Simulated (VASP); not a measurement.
Write the native input for VASP 6.6.1 that does the following.

```yaml
Task: relaxation of cell and atoms
Functional: PBE
Potentials_or_basis: VASP PAW PBE potentials, release 64 (Pt, Se)
Cutoff: 300 eV
k_mesh: 5 × 5 × 3
Occupations: gaussian, width 0.03 eV
Spin: no spin polarisation
Further_INCAR_settings: ALGO = Normal; EDIFF = 1e-07; IBRION = 2; EDIFFG = -0.005; NSW = 90; ISIF = 3
```

The structure of PtSe2 (Sudovikovite) lies in POSCAR:

```
PtSe2                                   
1.0
    3.7800790267      0.0000000000     -0.0000000000
   -1.8900395134      3.2736444655      0.0000000000
    0.0000000000      0.0000000000      5.4566208487
  Pt              Se            
     1     2
Direct
     0.0000000000000000    0.0000000000000000    0.0000000000000000
     0.3333333332999970    0.6666666667000030    0.2362449882596490
     0.6666666667000030    0.3333333332999970    0.7637550117403507
```

These files were run (other wordings do the same):

INCAR

```
SYSTEM = PtSe2
PREC = Accurate
ENCUT = 300
EDIFF = 1E-7
ISMEAR = 0
SIGMA = 0.03
LREAL = .FALSE.
LASPH = .TRUE.
NELM = 80
ALGO = Normal
ISIF = 3
LWAVE = .FALSE.
LCHARG = .FALSE.
GGA = PE
IBRION = 2
NSW = 90
EDIFFG = -0.005
```

KPOINTS

```
regular mesh
0
G
  5 5 3
  0 0 0
```

Potentials or basis: VASP PAW PBE potentials, release 64 (Pt, Se).

The run is started by

```console
$ cat potpaw_PBE.64/Pt/POTCAR potpaw_PBE.64/Se/POTCAR > POTCAR
$ mpirun -np 1 vasp_std > vasp.out
```

It gave:

The relaxed volume is 22.50 Å³/atom and the relaxed cell is a = 3.780 Å, b = 3.780 Å, c = 5.456 Å, α = 90.00°, β = 90.00°, γ = 120.00°. The space group after relaxing (to 0.05 Å) is P-3m1 (No. 164) and the energy gained by relaxing is 0.0 meV/atom. The ionic steps are 3. The pressure after relaxing is 0.0 GPa. The band gap on the k mesh is 0.41 eV, indirect (least direct gap 0.92 eV).

Caveat: spin-orbit coupling is left out, which moves the levels of the heavy elements; an odd mesh through Γ misses points on the zone boundary, where band edges often lie; this functional lacks dispersion, which binds the layers, so the pressure and a relaxed spacing across them are unreliable.

Wall time 15 s on 1 thread of AMD EPYC 7R13 Processor (Zen 3), on a shared host, peak memory 0.11 GiB.
